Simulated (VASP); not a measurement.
The system is NbB2.

```
Nb B
1.0
     3.08600    0.00000    0.00000
    -1.54300    2.67255    0.00000
     0.00000    0.00000    3.30600
Nb B
1 2
Direct
  0.00000 0.00000 0.00000
  0.33333 0.66667 0.50000
  0.66667 0.33333 0.50000
```

| Quantity | Value |
| --- | --- |
| Program | VASP 6.6.1 |
| Task | relaxation of cell and atoms |
| Functional | LDA |
| Potentials or basis | VASP PAW LDA potentials, release 64 (Nb_sv, B) |
| Cutoff | 520 eV |
| k mesh | 15 × 15 × 12 |
| Occupations | gaussian, width 0.1 eV |
| Spin | no spin polarisation |

At the start: pressure -5.0 GPa; volume 9.09 Å³/atom.

How do energy, volume and symmetry change on relaxing?

Over 8 steps the energy falls by 2.5 meV/atom and the volume is 8.94 Å³/atom (-1.7 %); space group P6/mmm (No. 191, to 0.05 Å).

Step by step:
```
step  energy change (eV)  largest force (eV/Å)  pressure (GPa)  volume (Å³)
   1              0.0000                0.0000           -4.99        27.27
   2              0.0089                0.0000            8.15        26.16
   3             -0.0072                0.0000            0.04        26.82
   4             -0.0072                0.0000            0.12        26.81
   5             -0.0075                0.0000            0.08        26.81
   6             -0.0075                0.0000            0.07        26.81
   7             -0.0075                0.0000           -0.09        26.82
   8             -0.0075                0.0000           -0.02        26.82
```

Final structure:
```
CELL_PARAMETERS angstrom
3.07422 0.00000 0.00000
-1.53711 2.66236 0.00000
0.00000 0.00000 3.27631
ATOMIC_POSITIONS crystal
Nb 0.00000 0.00000 0.00000
B 0.33333 0.66667 0.50000
B 0.66667 0.33333 0.50000
```
